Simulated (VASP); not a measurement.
# KMgMn2O4 (P-1) in VASP: reference runs

Reference runs on KMgMn2O4: the cell as given and a disturbed copy.

Everything below comes from runs of VASP 6.6.1. Logs are shortened: lines on timing, memory, paths and dates and some standing lists are left out, and cuts for length are marked.

**1. The structure**

The typed cell holds 8 atoms: a = 3.228 Å, b = 5.513 Å, c = 5.619 Å, α = 106.12°, β = 92.86°, γ = 93.06°.

The cell comes from a database or a generator and needn't be the stable form of this composition.

**2. Single point, PBE, collinear spin, ferromagnetic start**

Input file INCAR:

```
SYSTEM = KMgMn2O4
PREC = Accurate
ENCUT = 520
EDIFF = 1E-7
ISMEAR = -1
SIGMA = 0.05
LREAL = .FALSE.
LASPH = .TRUE.
NELM = 100
ALGO = Normal
ISIF = 2
LWAVE = .FALSE.
LCHARG = .TRUE.
ISPIN = 2
MAGMOM = 4 4 0 0 0 0 0 0
LORBIT = 11
LMAXMIX = 4
GGA = PE
LELF = .TRUE.
LVHAR = .TRUE.
NBANDS = 44
```

Input file KPOINTS:

```
regular mesh
0
G
  8 5 5
  0 0 0
```

Input file POSCAR:

```
KMgMn2O4
1.0
    3.2277842844      0.0000000000      0.0000000000
   -0.2947199963      5.5054952006      0.0000000000
   -0.2804636145     -1.5773880427      5.3862538416
Mn K Mg O
2 1 1 4
Direct
    0.5000000000      0.0000000000      0.5000000000
    0.0000000000      0.0000000000      0.0000000000
    0.5000000000      0.5000000000      0.0000000000
    0.0000000000      0.5000000000      0.5000000000
    0.5054510000      0.7663180000      0.7144750000
    0.0399760000      0.7863060000      0.2935200000
    0.9600240000      0.2136940000      0.7064800000
    0.4945490000      0.2336820000      0.2855250000
```

Potentials or basis: VASP PAW PBE potentials, release 64 (Mn_pv, K_sv, Mg, O).

Run with:

```console
> cat potpaw_PBE.64/Mn_pv/POTCAR potpaw_PBE.64/K_sv/POTCAR potpaw_PBE.64/Mg/POTCAR potpaw_PBE.64/O/POTCAR > POTCAR
> mpirun -np 1 vasp_std > vasp.out
```

OUTCAR:

```text
SYSTEM = KMgMn2O4
   PREC = Accurate
   ENCUT = 520
   EDIFF = 1E-7
   ISMEAR = -1
   LREAL = .FALSE.
   LASPH = .TRUE.
   NELM = 100
   ISIF = 2
   ISPIN = 2
   LORBIT = 11
   GGA = PE

 ion  position               nearest neighbor table
   1  0.500  0.000  0.500-   6 1.95   7 1.95   5 1.99   8 1.99   6 2.33   7 2.33   4 3.12   4 3.12
                             2 3.17   2 3.17   4 3.27   4 3.27   3 3.35   3 3.35
   2  0.000  0.000  0.000-   5 2.27   8 2.27   7 2.28   6 2.28   5 2.50   8 2.50   3 3.12   3 3.12
                             1 3.17   1 3.17   3 3.27   3 3.27   4 3.35   4 3.35
   3  0.500  0.500  0.000-   5 2.46   8 2.46   6 2.49   7 2.49   6 2.54   7 2.54   2 3.12   2 3.12
                             4 3.17   4 3.17   2 3.27   2 3.27   4 3.31   4 3.31   1 3.35   1 3.35
   4  0.000  0.500  0.500-   5 2.20   8 2.20   7 2.21   6 2.21   8 2.37   5 2.37   1 3.12   1 3.12
                             3 3.17   3 3.17   1 3.27   1 3.27   3 3.31   3 3.31   2 3.35   2 3.35
   5  0.505  0.766  0.714-   1 1.99   4 2.20   2 2.27   4 2.37   3 2.46   2 2.50
   6  0.040  0.786  0.294-   1 1.95   4 2.21   2 2.28   1 2.33   3 2.49   3 2.54
   7  0.960  0.214  0.706-   1 1.95   4 2.21   2 2.28   1 2.33   3 2.49   3 2.54
   8  0.495  0.234  0.286-   1 1.99   4 2.20   2 2.27   4 2.37   3 2.46   2 2.50

  LATTYP: Found a triclinic cell.
 ALAT       =     6.3392888098
 B/A-ratio  =     1.4036697182
 C/A-ratio  =     0.5091713568
 COS(alpha) =     0.0016021525
 COS(beta)  =     0.4649292308
 COS(gamma) =     0.7131207010

  Lattice vectors:

 A1 = (   2.9473206699,  -1.5773880427,   5.3862538416)
 A2 = (   0.0142563818,  -7.0828832433,   5.3862538416)
 A3 = (   3.2277842844,   0.0000000000,   0.0000000000)

Analysis of symmetry for initial positions (statically):
=====================================================================
 Subroutine PRICEL returns:
 Original cell was already a primitive cell.

 Routine SETGRP: Setting up the symmetry group for a
 triclinic supercell.

 Subroutine GETGRP returns: Found  2 space group operations
 (whereof  2 operations were pure point group operations)
 out of a pool of  2 trial point group operations.

The static configuration has the point symmetry S_2 .

Analysis of symmetry for dynamics (positions and initial velocities):
=====================================================================
 Subroutine PRICEL returns:
 Original cell was already a primitive cell.

 Routine SETGRP: Setting up the symmetry group for a
 triclinic supercell.

 Subroutine GETGRP returns: Found  2 space group operations
 (whereof  2 operations were pure point group operations)
 out of a pool of  2 trial point group operations.

The dynamic configuration has the point symmetry S_2 .

Analysis of structural, dynamic, and magnetic symmetry:
[... 168 lines left out ...]

  energy without entropy =      -53.56004851  energy(sigma->0) =      -53.56013370

 E-fermi :   5.1905     XC(G=0): -10.8943

 val. band max:        4.9462151232   @ k =   0.0000   0.4000  -0.0000
 cond. band min:       5.3792419847   @ k =   0.0000   0.0000   0.0000
 fundamental gap:      0.4330268614
 Fermi energy:         5.1904902960

 spin component 1

 k-point     1 :       0.0000    0.0000    0.0000
  band No.  band energies     occupation
      1     -45.7269      1.00000
      2     -45.7180      1.00000
      3     -45.6990      1.00000
      4     -45.6508      1.00000
      5     -45.5247      1.00000
      6     -45.4224      1.00000
[... 1069 lines left out ...]
     41      11.7339      0.00000
     42      12.9637      0.00000

 [... further k-points ...]

 spin component 2

 k-point     1 :       0.0000    0.0000    0.0000
  band No.  band energies     occupation
      1     -41.9915      1.00000
      2     -41.8730      1.00000
      3     -41.0259      1.00000
      4     -40.9221      1.00000
      5     -40.8369      1.00000
      6     -40.7114      1.00000
[... 1069 lines left out ...]
     41      12.1835      0.00000
     42      13.7543      0.00000

 [... further k-points ...]

 [bands above 42 left out]

------------------------ aborting loop because EDIFF is reached ----------------------------------------

  FORCE on cell =-STRESS in cart. coord.  units (eV):
  Direction    XX          YY          ZZ          XY          YZ          ZX
  --------------------------------------------------------------------------------------
  -------------------------------------------------------------------------------------
  Total       -0.7784913     -1.6131711     -0.9529344     -0.4457613      0.2821984     -0.7025758
  in kB      -13.0309669    -27.0024589    -15.9509247     -7.4614838      4.7236468    -11.7602359
  external PRESSURE =     -18.6614502 kB  Pullay stress =       0.0000000 kB

 VOLUME and BASIS-vectors are now :
 -----------------------------------------------------------------------------
  energy-cutoff  :      520.00
  volume of cell :       95.72
      direct lattice vectors                 reciprocal lattice vectors
     3.227784284  0.000000000  0.000000000     0.309810047  0.016584742  0.020988803
    -0.294719996  5.505495201  0.000000000     0.000000000  0.181636704  0.053193105
    -0.280463615 -1.577388043  5.386253842     0.000000000  0.000000000  0.185657793

 POSITION                                       TOTAL-FORCE (eV/Angst)
 -----------------------------------------------------------------------------------
      1.47366     -0.78869      2.69313        -0.000000      0.000000      0.000000
      0.00000      0.00000      0.00000        -0.000000     -0.000000      0.000000
      1.46653      2.75275      0.00000         0.000000      0.000000      0.000000
     -0.28759      1.96405      2.69313         0.000000      0.000000      0.000000
      1.20525      3.09196      3.84834         0.078567      0.222662     -0.207079
     -0.18503      3.86601      1.58097         0.232031      0.220262      0.124800
      2.83763      0.06210      3.80528        -0.232031     -0.220262     -0.124800
      1.44735      0.83615      1.53791        -0.078567     -0.222662      0.207079
 -----------------------------------------------------------------------------------
    total drift:                                0.000000     -0.000000     -0.000000

  FREE ENERGIE OF THE ION-ELECTRON SYSTEM (eV)
  ---------------------------------------------------
  free  energy   TOTEN  =       -53.5602188863 eV

  energy  without entropy=      -53.5600485121  energy(sigma->0) =      -53.56013370

 total charge

# of ion       s       p       d       tot
------------------------------------------
    1        0.284   6.308   4.861  11.453
    2        0.192   6.137   4.914  11.243
    3        1.978   5.629   0.090   7.697
    4        0.128   0.124   0.047   0.298
    5        1.556   3.425   0.000   4.981
    6        1.559   3.437   0.000   4.996
    7        1.559   3.437   0.000   4.996
    8        1.556   3.425   0.000   4.981
--------------------------------------------------
tot          8.812  31.920   9.913  50.644

 magnetization (x)

# of ion       s       p       d       tot
------------------------------------------
    1        0.035   0.027   3.584   3.646
    2        0.037   0.021   4.414   4.472
    3        0.000   0.001   0.004   0.005
    4        0.008   0.004   0.001   0.013
    5        0.008   0.068   0.000   0.076
    6        0.010   0.098   0.000   0.108
    7        0.010   0.098   0.000   0.108
    8        0.008   0.068   0.000   0.076
--------------------------------------------------
tot          0.117   0.384   8.003   8.504
```

OSZICAR:

```text
N       E                     dE             d eps       ncg     rms          rms(c)
DAV:   1     0.706721867430E+03    0.70672E+03   -0.31853E+04 18528   0.150E+03
DAV:   2     0.109778187728E+02   -0.69574E+03   -0.64492E+03 18280   0.451E+02
DAV:   3    -0.623485447799E+02   -0.73326E+02   -0.71892E+02 21028   0.151E+02
[... 16 lines left out ...]
DAV:  20    -0.535602203855E+02   -0.61672E-05   -0.37655E-05 22852   0.722E-02    0.192E-02
DAV:  21    -0.535602216097E+02   -0.12242E-05   -0.76562E-06 20248   0.175E-02    0.153E-02
DAV:  22    -0.535602187177E+02    0.28920E-05   -0.91881E-06 22552   0.472E-02    0.411E-03
DAV:  23    -0.535602188707E+02   -0.15299E-06   -0.17683E-06 20076   0.807E-03    0.133E-03
DAV:  24    -0.535602188863E+02   -0.15629E-07   -0.13029E-07 14184   0.198E-03
   1 F= -.53560219E+02 E0= -.53560134E+02  d E =-.170374E-03  mag=     8.9995
```

stdout:

```text
POSCAR found type information on POSCAR MnK MgO
 POSCAR found :  4 types and       8 ions
 scaLAPACK will be used
 LDA part: xc-table for (Slater+PW92), standard interpolation
 POSCAR, INCAR and KPOINTS ok, starting setup
 FFT: planning ... GRIDC
 FFT: planning ... GRID_SOFT
 FFT: planning ... GRID
 WAVECAR not read
 entering main loop
```

Run time: 10 min. Hardware: 1 thread of Intel Xeon 6975P-C (Granite Rapids), shared host; peak memory 0.67 GiB.

What came out:

```
Free energy                                           : -53.5602 eV
Pressure                                              : -1.9 GPa
Largest force                                         : 0.343 eV/Å
Band gap on the k mesh                                : 0.43 eV, indirect (least direct gap 0.58 eV)
Net moment                                            : 9.00 μB per cell
Site moments                                          : Mn +3.65, +4.47; K +0.01; Mg +0.01; O +0.08, +0.11 μB
Valence electrons inside the program's atomic spheres : Mn 11.45, 11.24; K 7.70; Mg 0.30; O 4.98, 5.00
```

Forces in eV/Å, atoms in the order of the input:
```
Mn   0.000  0.000  0.000
Mn   0.000  0.000  0.000
K    0.000  0.000  0.000
Mg   0.000  0.000  0.000
O    0.079  0.223 -0.207
O    0.232  0.220  0.125
O   -0.232 -0.220 -0.125
O   -0.079 -0.223  0.207
```

Caveat: an odd mesh through Γ misses points on the zone boundary, where band edges often lie; only a ferromagnetic start was run, and an antiferromagnetic order may lie lower in energy. PBE gaps usually lie below the measured ones, often by a third to a half.

(Part 1 of 2 ends here.)
